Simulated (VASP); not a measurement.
OSZICAR of a VASP run on Cu (fcc):

File OSZICAR:
```
       N       E                     dE             d eps       ncg     rms          rms(c)
DAV:   1     0.388739873050E+02    0.38874E+02   -0.57305E+03  3026   0.206E+03
DAV:   2    -0.154971821996E+01   -0.40424E+02   -0.38150E+02  2990   0.197E+02
DAV:   3    -0.198062236934E+01   -0.43090E+00   -0.42999E+00  3587   0.297E+01
DAV:   4    -0.198345652161E+01   -0.28342E-02   -0.28337E-02  3641   0.218E+00
DAV:   5    -0.198348542751E+01   -0.28906E-04   -0.28905E-04  3511   0.169E-01    0.787E+00
DAV:   6    -0.143163010643E+01    0.55186E+00   -0.17930E+01  3119   0.988E+01    0.404E+00
DAV:   7    -0.104518736614E+01    0.38644E+00   -0.27906E+00  3181   0.388E+01    0.579E-01
DAV:   8    -0.103377090172E+01    0.11416E-01   -0.49576E-03  3259   0.118E+00    0.283E-01
DAV:   9    -0.103232649424E+01    0.14444E-02   -0.95343E-03  3336   0.209E+00    0.248E-02
DAV:  10    -0.103233420277E+01   -0.77085E-05   -0.28802E-05  4381   0.959E-02    0.991E-03
DAV:  11    -0.103233401931E+01    0.18346E-06   -0.25850E-06  3287   0.348E-02    0.349E-04
DAV:  12    -0.103233415763E+01   -0.13832E-06   -0.16231E-08  2154   0.159E-03    0.152E-04
DAV:  13    -0.103233418444E+01   -0.26814E-07   -0.50280E-09  1648   0.105E-03
   1 F= -.10323342E+01 E0= -.10324126E+01  d E =0.235392E-03
```

Problem. Which electronic solver shows in the log?

Solution. It is blocked Davidson (ALGO = Normal, or the opening steps of other solvers). The INCAR had ALGO = Normal.

Problem. Can the final energy be trusted as converged?

Solution. The run converged. It stopped with EDIFF = 1E-7, NELM = 100 (vdW-DF-cx, plane waves, VASP's PBE PAW potentials (set 64)).

The compound is Cu in the fcc structure. This cell is one point of a volume scan, at 1.03 of the reference volume.
